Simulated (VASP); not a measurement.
# MgTiNbO4: single point with PBE

Crystal: MgTiNbO4.

```
Nb Ti Mg O
1.0
    -1.90150    2.12251    4.98306
     1.90150   -2.12251    4.98306
     1.90150    2.12251   -4.98306
Nb Ti Mg O
1 1 1 4
Direct
  0.03361 0.03402 0.01444
  0.70453 0.21650 0.48708
  0.31539 0.82604 0.51077
  0.78421 0.79370 0.01822
  0.94228 0.44542 0.48234
  0.23140 0.22872 0.98153
  0.51454 0.00814 0.49066
```

The cell comes from a database or a generator and needn't be the stable form of this composition.

The cell isn't the ideal one: atoms moved at random, drawn with an rms of 0.05 Å.

```yaml
Program: VASP 6.6.1
Task: single point
Functional: PBE
Potentials_or_basis: VASP PAW PBE potentials, release 64 (Nb_sv, Ti_sv, Mg, O)
Cutoff: 520 eV
k_mesh: 9 × 9 × 9
Occupations: fermi-dirac, width 0.05 eV
Spin: no spin polarisation
```

```json
{"Pressure": "-1.5 GPa", "Largest force": "1.116 eV/Å", "Band gap on the k mesh": "none (metal or under the smearing width)"}
```

Forces on the atoms (eV/Å):
```
Nb  -0.493 -0.231 -0.600
Ti   0.612 -0.014 -0.290
Mg  -0.601 -0.031  0.012
O   -1.102 -0.124  0.128
O    0.674  0.115  0.521
O    0.787 -0.069  0.493
O    0.123  0.354 -0.265
```

Stress tensor (GPa, compression positive):
```
-1.10 -0.02 -1.17
-0.02 -2.99 -2.51
-1.17 -2.51 -0.56
```

Levels at points of the mesh, in eV from the Fermi level:
```tsv
k point	band 22	band 23	band 24	band 25	band 26	band 27	band 28	band 29	band 30	band 31
(0.00, 0.00, 0.00)	-4.89	-4.63	-4.03	-1.88	-1.13	0.29	0.43	1.18	1.22	1.95
```

Wall time 75 min on 1 thread of Intel(R) Xeon(R) Platinum 8175M CPU @ 2.50GHz (Skylake/Cascade Lake) (shared host), peak memory 1.1 GiB.

Caveat: an odd number of electrons without spin polarisation forces a metal; a magnetic or distorted state may lie lower; semilocal functionals often make such compounds metallic where correlation or magnetic order opens a gap, which also shifts bond lengths.
